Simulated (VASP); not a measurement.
Consider the following.

```
Nb
1.0
   -1.65446     1.65446     1.65446
    1.65446    -1.65446     1.65446
    1.65446     1.65446    -1.65446
Nb
1
Direct
  0.00000   0.00000   0.00000
```

Method: PBE GGA, VASP's PBE PAW potentials (set 64) (plane waves; VASP). Run with 500 eV cut-off, 15×15×15 Γ-centred mesh, first-order Methfessel-Paxton smearing of 0.10 eV, potentials Nb_sv.

Energy and stress use the plane-wave basis of the starting cell.

Problem. The ions, cell shape and volume at an external pressure of 5.0 GPa are relaxed. Predict the relaxed structure.

Solution. 
```
Nb
1.0
   -1.63997     1.63997     1.63997
    1.63997    -1.63997     1.63997
    1.63997     1.63997    -1.63997
Nb
1
Direct
  0.00000   0.00000   0.00000
```
Space group Im-3m (229), at a tolerance of 0.03 Å.

Problem. How do energy and volume change from the first to the last step?

Solution. The energy (σ→0) changes by +6.9 meV/atom and the volume by -2.6 %, in 3 ionic steps.

The compound is Nb in the bcc structure. This run relaxes it under an external pressure of 5 GPa. Symmetry was kept, so distortions that lower it aren't found.
